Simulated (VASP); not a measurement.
An input for Quantum ESPRESSO's pw.x (written as the equivalent of a VASP run, and not itself run):

```
&CONTROL
  calculation = 'scf'
  pseudo_dir = './pseudo'
  outdir = './out'
  tprnfor = .true.
  tstress = .true.
/
&SYSTEM
  ibrav = 0
  nat = 3
  ntyp = 2
  ecutwfc = 86
  occupations = 'smearing'
  smearing = 'gaussian'
  degauss = 0.003675
  input_dft = 'pbe'
/
&ELECTRONS
  conv_thr = 7.3e-08
  electron_maxstep = 100
/
ATOMIC_SPECIES
  Pt 195.084 Pt.upf
  Se 78.971 Se.upf
CELL_PARAMETERS angstrom
     1.8169020   -3.2251260    0.0000000
     1.8169020    3.2251260    0.0000000
     0.0000000    0.0000000    4.9727720
ATOMIC_POSITIONS crystal
  Pt   0.0000000  0.0000000  0.0000000
  Se   0.3333330  0.6666670  0.2550000
  Se   0.6876960  0.3543620  0.7450000
K_POINTS automatic
  6 6 4 0 0 0
```

### Question
Translate this input to VASP (INCAR, KPOINTS, POSCAR, choice of POTCAR).

### Answer
This is not unique; one that fits is 
POSCAR:
```
PtSe2
1
    1.8169020000    -3.2251260000     0.0000000000
    1.8169020000     3.2251260000     0.0000000000
    0.0000000000     0.0000000000     4.9727720000
Pt Se
1 2
Direct
  0.0000000000   0.0000000000   0.0000000000
  0.3333330000   0.6666670000   0.2550000000
  0.6876960000   0.3543620000   0.7450000000
```

### KPOINTS
```
Automatic mesh
0
gamma
  6 6 4
0 0 0
```

**INCAR**
```
ALGO = Normal
EDIFF = 1E-6
ENCUT = 375
GGA = PE
ISIF = 2
ISMEAR = 0
LASPH = .True.
LCHARG = .False.
LMAXMIX = 6
LREAL = .False.
LWAVE = .False.
NELM = 100
PREC = Accurate
SIGMA = 0.05
SYSTEM = PtSe2
```

POTCAR, in this order: Pt Se (PBE.64 set). Program: vasp_std.

Limits of the translation: the potentials are each code's own (VASP's PAW set, PseudoDojo norm-conserving files in pw.x), so ENCUT and ecutwfc are chosen apart and not converted; conv_thr bounds pw.x's estimated SCF error, while EDIFF bounds the energy change between steps.

The compound is PtSe2 in the 1T layered structure. The cell was not relaxed at this level, atoms are displaced from their ideal sites. The k-mesh is coarse (spacing up to 0.33 per Å, 2π included), so the numbers may not be converged in it. The run is one of a series of settings (ENCUT = 375 against the base run), some of them coarse on purpose.
